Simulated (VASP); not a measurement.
Given:

```yaml
crystal:
  lattice:
    - [0.00000, 2.18875, 2.18875]
    - [2.18875, 0.00000, 2.18875]
    - [2.18875, 2.18875, 0.00000]
  atoms:
    - { symbol: Al, position: [0.00000, 0.00000, 0.00000] }
    - { symbol: N, position: [0.75000, 0.75000, 0.75000] }
```

Level of theory: PBEsol GGA, VASP's PBE PAW potentials (set 64) (plane waves; VASP). Run with 520 eV cut-off, 10×10×10 Γ-centred mesh, Gaussian smearing of 0.010 eV, potentials Al N.

Give the electronic dielectric tensor ε∞ (DFPT, local fields included).

```
4.64  0.00  0.00
0.00  4.64  0.00
0.00  0.00  4.64
```

Give the Born effective charges.

| atom | Z*xx | Z*yy | Z*zz | mean |
|---|---|---|---|---|
| Al1 | 2.53 | 2.53 | 2.53 | 2.53 |
| N2 | -2.53 | -2.53 | -2.53 | -2.53 |

The structure comes from a computed database's AlN entry (F-43m); how it stands against other phases isn't given here. It was relaxed first.
